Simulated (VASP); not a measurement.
Input:

```xyz
2
Lattice="1.2543 -2.1726 0.0000 1.2543 2.1726 0.0000 0.0000 0.0000 4.0583" Properties=species:S:1:pos:R:3 pbc="T T T"
Co     1.2543     0.7242     1.0146
Co     1.2543    -0.7242     3.0437
```
Starting moments (μB, in the order of the record's atoms Co Co): 1.7 1.7.

Calculation: revPBE GGA, VASP's PBE PAW potentials (set 64) (plane waves; VASP). Numerical set-up: 520 eV cut-off, 19×19×10 Γ-centred mesh, tetrahedra with Blöchl corrections, potentials Co.

Q: Estimate the cell moment, energy per atom (σ→0), band gap (on the k-mesh) with the smallest direct gap where there is one.

A: 
- band gap (on the k-mesh): none (metal, semimetal or under 0.01 eV)
- cell moment: 3.23 μB
- energy per atom (σ→0): -6.624 eV/atom

Q: Give the moment on each site (PAW-sphere projection).

A: 
```tsv
site	moment (μB)
Co1	1.64
Co2	1.64
```

Total energies compare only between runs with the same potentials, cut-off and functional.

The compound is Co in the hcp structure. It was relaxed first.
